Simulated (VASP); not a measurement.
Input:

```
CELL_PARAMETERS angstrom
     -2.64000     2.64000     2.64000
      2.64000    -2.64000     2.64000
      2.64000     2.64000    -2.64000
ATOMIC_POSITIONS crystal
  K  0.00000 0.00000 0.00000
```

The numbers are results of PBE GGA, VASP's PBE PAW potentials (set 64) (plane waves; VASP), not measurements. Numerical set-up: 480 eV cut-off, 10×10×10 Γ-centred mesh, first-order Methfessel-Paxton smearing of 0.10 eV, potentials K_sv.

Energy and stress use the plane-wave basis of the starting cell.

Question: The ions, cell shape and volume at an external pressure of 2.0 GPa are relaxed. Which structure does the run end with?

Answer: 
```
CELL_PARAMETERS angstrom
     -2.38345     2.38345     2.38345
      2.38345    -2.38345     2.38345
      2.38345     2.38345    -2.38345
ATOMIC_POSITIONS crystal
  K  0.00000 0.00000 0.00000
```
Space group Im-3m (229), at a tolerance of 0.03 Å.

Question: How do energy and volume change from the first to the last step?

Answer: The energy (σ→0) changes by +94.1 meV/atom and the volume by -26.4 %, in 5 ionic steps.

```csv
step,E(σ→0) (eV),max force (eV/Å),pressure (GPa),volume (Å³)
1,-1.0437,0.000,0.00,73.60
2,-1.0270,0.000,0.64,64.24
3,-0.9758,0.000,1.58,56.52
4,-0.9451,0.000,2.06,53.80
5,-0.9496,0.000,1.99,54.16
```

The compound is K in the bcc structure. This run relaxes it under an external pressure of 2 GPa. Symmetry was kept, so distortions that lower it aren't found.
